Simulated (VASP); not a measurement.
An input for Quantum ESPRESSO's pw.x (written as the equivalent of a VASP run, and not itself run):

```
&CONTROL
  calculation = 'scf'
  pseudo_dir = './pseudo'
  outdir = './out'
  tprnfor = .true.
  tstress = .true.
/
&SYSTEM
  ibrav = 0
  nat = 3
  ntyp = 2
  ecutwfc = 86
  occupations = 'smearing'
  smearing = 'gaussian'
  degauss = 0.000735
  input_dft = 'pz'
/
&ELECTRONS
  conv_thr = 7.3e-08
  electron_maxstep = 100
/
ATOMIC_SPECIES
  Te 127.600 Te.upf
  Se 78.971 Se.upf
CELL_PARAMETERS angstrom
     4.0953230   -2.2134180    0.0000000
     4.0953230    2.2134180    0.0000000
    -0.1483320    0.0000000    5.3508740
ATOMIC_POSITIONS crystal
  Te   0.7537800  0.2462200  0.5000000
  Se   0.0140800  0.7678600  0.8402400
  Se   0.2321400  0.9859200  0.1597600
K_POINTS automatic
  6 6 4 0 0 0
```

**Question.** Translate this input to VASP (INCAR, KPOINTS, POSCAR, choice of POTCAR).

**Answer.** Several could match; the one computed here: 
KPOINTS:
```
kpoints
0
Gamma
 6 6 4
```

**POSCAR**
```
TeSe2
1
    4.0953230000    -2.2134180000     0.0000000000
    4.0953230000     2.2134180000     0.0000000000
   -0.1483320000     0.0000000000     5.3508740000
Te Se
1 2
Direct
  0.7537800000   0.2462200000   0.5000000000
  0.0140800000   0.7678600000   0.8402400000
  0.2321400000   0.9859200000   0.1597600000
```

**INCAR**
```
! general
SYSTEM  = TeSe2
PREC    = Accurate
ENCUT   = 300   ! plane-wave cut-off (eV)
LREAL   = .FALSE.
LASPH   = .TRUE.

! electronic loop
EDIFF   = 1E-6
NELM    = 100   ! most electronic steps
ALGO    = Normal
LMAXMIX = 4

! smearing
ISMEAR  = 0   ! Gaussian
SIGMA   = 0.01   ! width (eV)

! ions
ISIF    = 2

! output
LWAVE   = .FALSE.
LCHARG  = .FALSE.
```

POTCAR, in this order: Te Se (LDA.64 set). Program: vasp_std.

The two are equivalent in intent, not identical: the potentials are each code's own (VASP's PAW set, PseudoDojo norm-conserving files in pw.x), so ENCUT and ecutwfc are chosen apart and not converted; conv_thr bounds pw.x's estimated SCF error, while EDIFF bounds the energy change between steps.

The structure comes from a computed database's TeSe2 entry; how it stands against other phases isn't given here. The cell was not relaxed at this level.
